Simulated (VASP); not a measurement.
VO2 (relaxed from the layer:2H-MoS2 structure): computed properties

Method: PBEsol GGA, VASP's PBE PAW potentials (set 64) (plane waves; VASP).

```yaml
space_group: P-6m2 (187)
cell: a = b = 2.7126 Å, c = 14.9048 Å, α = β = 90.00°, γ = 120.00°
band gap (over mesh and band path): none (metal, semimetal or under 0.01 eV)
cell_moment: 0.62 μB
```

```cif
data_O2V
_chemical_formula_sum 'V1 O2'
_space_group_name_H-M_alt 'P 1'
_space_group_IT_number 1
_cell_length_a 2.71263
_cell_length_b 2.71263
_cell_length_c 14.90485
_cell_angle_alpha 90.000
_cell_angle_beta 90.000
_cell_angle_gamma 120.000
loop_
_space_group_symop_operation_xyz
  'x, y, z'
loop_
_atom_site_label
_atom_site_type_symbol
_atom_site_fract_x
_atom_site_fract_y
_atom_site_fract_z
_atom_site_occupancy
V1 V 0.66667 0.33333 0.50000 1
O1 O 0.33333 0.66667 0.42446 1
O2 O 0.33333 0.66667 0.57554 1
```
Starting moments (μB, in the order of the record's atoms V O O): 0.5 0.0 0.0.

The cell holds vacuum, so volume and density refer to the whole cell. The cell holds a wide vacuum, so values per volume refer to the whole cell. The moments were started parallel, and other spin orders were not tried in this run.

The cell is a sheet with vacuum, built from a generated structure.
